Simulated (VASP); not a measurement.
Level of theory: r2SCAN meta-GGA, VASP's PBE PAW potentials (set 64) (plane waves; VASP).

A VASP calculation is set up with these files.

### POSCAR
```
GdN
1
    0.0000000000     2.4822767098     2.4822767098
    2.4822767098     0.0000000000     2.4822767098
    2.4822767098     2.4822767098     0.0000000000
Gd N
1 1
Direct
  0.0000000000   0.0000000000   0.0000000000
  0.5000000000   0.5000000000   0.5000000000
```

**INCAR**
```
# general
SYSTEM  = GdN
PREC    = Accurate
ENCUT   = 520   # plane-wave cut-off (eV)
LREAL   = F
LASPH   = T   # aspherical one-centre terms

# electronic loop
EDIFF   = 1E-7   # SCF stop (eV)
NELM    = 100   # most electronic steps
ALGO    = Normal   # blocked Davidson
LMAXMIX = 6   # l cut-off of mixed one-centre charges
LMIXTAU = T

# smearing
ISMEAR  = 0   # Gaussian
SIGMA   = 0.05

# functional
METAGGA = R2SCAN

# ions
ISIF    = 2   # forces and stress, cell fixed

# output
LWAVE   = F
LCHARG  = F
```

**KPOINTS**
```
Automatic mesh
0
Gamma
9 9 9
0 0 0
```

POTCAR, in this order: Gd_3 N (PBE.64 set). Program: vasp_std.

The 4f electrons are frozen in the core of the lanthanide potential, so 4f levels, which can set the real gap, and their magnetism are missing.

Problem. Predict the energy per atom (σ→0).

Solution. 
```yaml
energy per atom (σ→0): -21.796 eV/atom
```

OSZICAR:
```
...
DAV:  17    -0.435919496021E+02   -0.12961E-04   -0.27836E-06   861   0.178E-02    0.669E-03
DAV:  18    -0.435919447233E+02    0.48788E-05   -0.48047E-06   927   0.141E-02    0.639E-03
DAV:  19    -0.435919520965E+02   -0.73733E-05   -0.85992E-07   860   0.852E-03    0.584E-04
DAV:  20    -0.435919513094E+02    0.78710E-06   -0.14278E-08   454   0.154E-03    0.308E-04
DAV:  21    -0.435919519347E+02   -0.62523E-06   -0.67902E-09   457   0.961E-04    0.306E-04
DAV:  22    -0.435919516627E+02    0.27192E-06   -0.30826E-09   436   0.551E-04    0.259E-05
DAV:  23    -0.435919516118E+02    0.50978E-07   -0.72538E-10   424   0.211E-04
   1 F= -.43591952E+02 E0= -.43591952E+02  d E =-.160829E-09
```

The compound is GdN in the rock salt structure. It was relaxed first.
